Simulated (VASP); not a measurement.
# Ba2Be (P6/mmm) in VASP: relaxation of cell and atoms with PBE

Aim: the relaxation of cell and atoms of Ba2Be with PBE.

All numbers are computed with VASP 6.6.1; they aren't measurements. Logs are shortened: lines on timing, memory, paths and dates and some standing lists are left out, and cuts for length are marked.

## (1) Starting point

Symmetry: P6/mmm, No. 191, hexagonal system. The conventional cell has a = 4.602 Å, b = 4.602 Å, c = 4.604 Å, α = 90.00°, β = 90.00°, γ = 120.00°. Around Ba (site symmetry -6m2) lie 3 Ba at 2.66 Å. Be (site symmetry 6/mmm) is surrounded by 12 Ba at 3.52 Å.

The cell was built by a generator and needn't be a form met in nature.

## (2) Relaxation of cell and atoms, PBE

INCAR reads:

```
PREC = Accurate
ENCUT = 600
EDIFF = 1E-6
ISMEAR = 1
SIGMA = 0.2
LREAL = False
LASPH = True
NELM = 60
ALGO = Normal
ISIF = 3
LWAVE = False
LCHARG = False
GGA = PE
IBRION = 2
NSW = 40
EDIFFG = -0.02
```

KPOINTS reads:

```
Automatic mesh
0
Gamma
  7 7 6
```

POSCAR reads:

```
Ba2Be
1.0
    4.6024627800      0.0000000000      0.0000000000
   -2.3012313900      3.9858496800      0.0000000000
    0.0000000000      0.0000000000      4.6035357700
Ba Be
2 1
Direct
    0.3333333300      0.6666666700      0.5000000000
    0.6666666700      0.3333333300      0.5000000000
    0.0000000000      0.0000000000      0.0000000000
```

Potentials or basis: VASP PAW PBE potentials, release 64 (Ba_sv, Be).

Launch:

```
cat potpaw_PBE.64/Ba_sv/POTCAR potpaw_PBE.64/Be/POTCAR > POTCAR
mpirun -np 1 vasp_std > vasp.out
```

OUTCAR:

```text
PREC = Accurate
   ENCUT = 600
   EDIFF = 1E-6
   ISMEAR = 1
   LREAL = False
   LASPH = True
   NELM = 60
   ISIF = 3
   GGA = PE
   IBRION = 2
   NSW = 40
   EDIFFG = -0.02

 ion  position               nearest neighbor table
   1  0.333  0.667  0.500-   2 2.66   2 2.66   2 2.66   3 3.52   3 3.52   3 3.52   3 3.52   3 3.52
                             3 3.52
   2  0.667  0.333  0.500-   1 2.66   1 2.66   1 2.66   3 3.52   3 3.52   3 3.52   3 3.52   3 3.52
                             3 3.52
   3  0.000  0.000  0.000-   1 3.52   2 3.52   1 3.52   2 3.52   1 3.52   1 3.52   2 3.52   2 3.52
                             2 3.52   2 3.52   1 3.52   1 3.52

  LATTYP: Found a hexagonal cell.
 ALAT       =     4.6024627800
 C/A-ratio  =     1.0002331339

  Lattice vectors:

 A1 = (   4.6024627800,   0.0000000000,   0.0000000000)
 A2 = (  -2.3012313900,   3.9858496800,   0.0000000000)
 A3 = (   0.0000000000,   0.0000000000,   4.6035357700)

Analysis of symmetry for initial positions (statically):
=====================================================================
 Subroutine PRICEL returns:
 Original cell was already a primitive cell.

 Routine SETGRP: Setting up the symmetry group for a
 hexagonal supercell.

 Subroutine GETGRP returns: Found 24 space group operations
 (whereof 24 operations were pure point group operations)
 out of a pool of 24 trial point group operations.

The static configuration has the point symmetry D_6h.

Analysis of symmetry for dynamics (positions and initial velocities):
=====================================================================
 Subroutine PRICEL returns:
 Original cell was already a primitive cell.

 Routine SETGRP: Setting up the symmetry group for a
 hexagonal supercell.

 Subroutine GETGRP returns: Found 24 space group operations
 (whereof 24 operations were pure point group operations)
 out of a pool of 24 trial point group operations.

The dynamic configuration has the point symmetry D_6h.

 Subroutine INISYM returns: Found 24 space group operations
 (whereof 24 operations are pure point group operations),
 and found     1 'primitive' translations

----------------------------------------------------------------------------------------

                                     Primitive cell

  volume of cell :      84.4506

  direct lattice vectors                    reciprocal lattice vectors
     4.602462780  0.000000000  0.000000000     0.217274978  0.125443767  0.000000000
    -2.301231390  3.985849680  0.000000000     0.000000000  0.250887535  0.000000000
     0.000000000  0.000000000  4.603535770     0.000000000  0.000000000  0.217224336

  length of vectors
     4.602462780  4.602462774  4.603535770     0.250887534  0.250887535  0.217224336

  position of ions in fractional coordinates (direct lattice)
     0.333333330  0.666666670  0.500000000
     0.666666670  0.333333330  0.500000000
     0.000000000  0.000000000  0.000000000
[... 94 lines left out ...]
   EFERMI_NEDOS =   21; number of points for ismear=-14 and -15
   IALGO  =     38    algorithm
   IMIX   =      4    mixing-type and parameters
     AMIX     =   0.40;   BMIX     =  1.00
     AMIX_MAG =   1.60;   BMIX_MAG =  1.00
  volume/ion in A,a.u.               =      28.15       189.97
  Fermi-wavevector in a.u.,A,eV,Ry     =   1.045558  1.975818 14.873775  1.093192
  Thomas-Fermi vector in A             =   2.180359
   LORBIT       =      0    0 simple, 1 ext, 2 COOP (PROOUT), +10 PAW based schemes
   GGA     = PE    functional components
   LHFCALC =     F    Hartree Fock is set to
   AEXX    =    0.0000 exact exchange contribution
   IVDW    =     0    specifies the selected vdW correction
   LEPSILON=     F    determine dielectric tensor
   LRPA    =     F    only Hartree local field effects (RPA)
 conjugate gradient relaxation of ions
 non-spin polarized calculation
 Methfessel and Paxton  Order N= 1 SIGMA  =   0.20
  energy-cutoff  :      600.00
  volume of cell :       84.45
 maximum number of plane-waves:      2862
 NGX is ok and might be reduce to    40
   NGX = 19   NGY = 19   NGZ = 19

--------------------------------------- Ionic step        1  -------------------------------------------

 number of electron      21.9999999 magnetization

 Free energy of the ion-electron system (eV)
  ---------------------------------------------------
  ext. energy  EPLUGINS =         0.00000000
  ---------------------------------------------------
  free energy    TOTEN  =        -0.99628495 eV

  energy without entropy =       -0.98175478  energy(sigma->0) =       -0.99144156

 E-fermi :   3.3658     XC(G=0):  -9.2889

 val. band max:        3.3602949348   @ k =   0.4286   0.0000   0.0000
 cond. band min:       3.3789647025   @ k =   0.4286   0.1429   0.3333
 fundamental gap:      0.0186697677
 Fermi energy:         3.3657775774

 k-point     1 :       0.0000    0.0000    0.0000
  band No.  band energies     occupation
      1     -26.7692      2.00000
      2     -23.4866      2.00000
      3     -13.4139      2.00000
      4     -13.4139      2.00000
      5     -11.1988      2.00000
      6      -8.6798      2.00000
      7      -8.4841      2.00000
      8      -8.4841      2.00000
      9      -0.6536      2.00000
     10       3.1501      2.06291
     11       4.8134     -0.00000
     12       4.8134     -0.00000
     13       5.6335     -0.00000
     14       5.6335     -0.00000
[... 519 lines left out ...]
  FREE ENERGIE OF THE ION-ELECTRON SYSTEM (eV)
  ---------------------------------------------------
  free  energy   TOTEN  =        -4.7363901523 eV

  energy  without entropy=       -4.7376098600  energy(sigma->0) =       -4.73679672

[... ionic steps 4 to 9 ...]

--------------------------------------- Ionic step       10  -------------------------------------------

 number of electron      22.0000000 magnetization

------------------------ aborting loop because EDIFF is reached ----------------------------------------
[... 69 lines left out ...]
--------------------------------------- Ionic step       12  -------------------------------------------

 number of electron      22.0000001 magnetization

 Free energy of the ion-electron system (eV)
  ---------------------------------------------------
  ext. energy  EPLUGINS =         0.00000000
  ---------------------------------------------------
  free energy    TOTEN  =        -5.25695564 eV

  energy without entropy =       -5.23503003  energy(sigma->0) =       -5.24964711

 E-fermi :   2.5637     XC(G=0):  -8.5854

 val. band max:        2.5613164350   @ k =   0.2857   0.0000   0.1667
 cond. band min:       2.5786157557   @ k =   0.4286   0.1429   0.3333
 fundamental gap:      0.0172993207
 Fermi energy:         2.5636927747

 k-point     1 :       0.0000    0.0000    0.0000
  band No.  band energies     occupation
      1     -26.2733      2.00000
      2     -25.7958      2.00000
      3     -12.1070      2.00000
      4     -12.1070      2.00000
      5     -10.6600      2.00000
      6     -10.6287      2.00000
      7     -10.6287      2.00000
      8     -10.2557      2.00000
      9      -1.2480      2.00000
     10       2.3072      2.06997
     11       2.4718      1.69421
     12       2.4718      1.69421
     13       3.9708     -0.00000
     14       5.3139     -0.00000
[... 445 lines left out ...]
  FREE ENERGIE OF THE ION-ELECTRON SYSTEM (eV)
  ---------------------------------------------------
  free  energy   TOTEN  =        -5.2569556435 eV

  energy  without entropy=       -5.2350300337  energy(sigma->0) =       -5.24964711

 reached required accuracy - stopping structural energy minimisation
```

CONTCAR:

```text
Ba2Be
   1.00000000000000
     5.8242361670711196   -0.0000000000000000    0.0000000000000000
    -2.9121180835355598    5.0439364652740357   -0.0000000000000000
    -0.0000000000000000   -0.0000000000000000    3.5890750301058598
  Ba              Be
     2     1
Direct
     0.3333333300000021    0.6666666699999979    0.5000000000000000
     0.6666666699999979    0.3333333300000021    0.5000000000000000
     1.0000000000000000    0.0000000000000000    0.0000000000000000

  0.00000000E+00  0.00000000E+00  0.00000000E+00
  0.00000000E+00  0.00000000E+00  0.00000000E+00
  0.00000000E+00  0.00000000E+00  0.00000000E+00
```

Run time: 3.1 min. Hardware: 1 thread of Intel Xeon 6975P-C (Granite Rapids), shared host; peak memory 0.27 GiB.

What came out:

| Property | Result |
| --- | --- |
| Free energy | -5.2570 eV |
| Relaxed volume | 35.15 Å³/atom |
| Relaxed cell | a = 5.824 Å, b = 5.824 Å, c = 3.589 Å, α = 90.00°, β = 90.00°, γ = 120.00° |
| Space group after relaxing (to 0.05 Å) | P6/mmm (No. 191) |
| Energy gained by relaxing | 1420.2 meV/atom |
| Ionic steps | 12 |
| Pressure after relaxing | 0.0 GPa |
| Band gap on the k mesh | none (metal or under the smearing width) |

The path:
```
step  energy change (eV)  largest force (eV/Å)  pressure (GPa)  volume (Å³)
   1              0.0000                0.0000           24.62        84.45
   2             -3.7693                0.0000           -2.70       143.08
   3             -3.7401                0.0000           -1.06       122.57
   4             -3.8176                0.0000           -2.21       133.59
   5             -3.8169                0.0000           -2.10       132.25
   6             -4.0788                0.0000           -1.69       123.21
   7             -4.2130                0.0000           -1.16       115.54
   8             -4.1417                0.0000            0.52       100.11
   9             -4.2482                0.0000           -0.71       110.51
  10             -4.2496                0.0000           -0.61       109.39
  11             -4.2597                0.0000           -0.19       106.56
  12             -4.2607                0.0000            0.00       105.44
```

Final structure:
```yaml
crystal:
  lattice:
    - [5.82424, 0.00000, 0.00000]
    - [-2.91212, 5.04394, 0.00000]
    - [0.00000, 0.00000, 3.58908]
  atoms:
    - { symbol: Ba, position: [0.33333, 0.66667, 0.50000] }
    - { symbol: Ba, position: [0.66667, 0.33333, 0.50000] }
    - { symbol: Be, position: [0.00000, 0.00000, 0.00000] }
```

Levels at points of the mesh, in eV from the Fermi level:
| k point | band 7 | band 8 | band 9 | band 10 | band 11 | band 12 | band 13 | band 14 | band 15 |
| --- | --- | --- | --- | --- | --- | --- | --- | --- | --- |
| (0.00, 0.00, 0.00) | -13.19 | -12.82 | -3.81 | -0.26 | -0.09 | -0.09 | 1.41 | 2.75 | 3.18 |
| (0.00, 0.00, 0.50) | -13.02 | -13.02 | -1.07 | -1.02 | -0.46 | -0.46 | 0.68 | 0.68 | 2.45 |

Caveat: the volume moved by over 15 % at a fixed basis, so the end points are rough. The run has no spin-orbit coupling, so splittings on Ba are missing.

## (3) For comparison

An earlier run on the cell as given: functional PBE; potentials or basis VASP PAW PBE potentials, release 64 (Ba_sv, Be); cutoff 520 eV; k mesh 7 × 7 × 6; occupations fermi-dirac, width 0.05 eV; no spin polarisation.

* Pressure: 24.7 GPa
* Band gap on the k mesh: none (metal or under the smearing width)
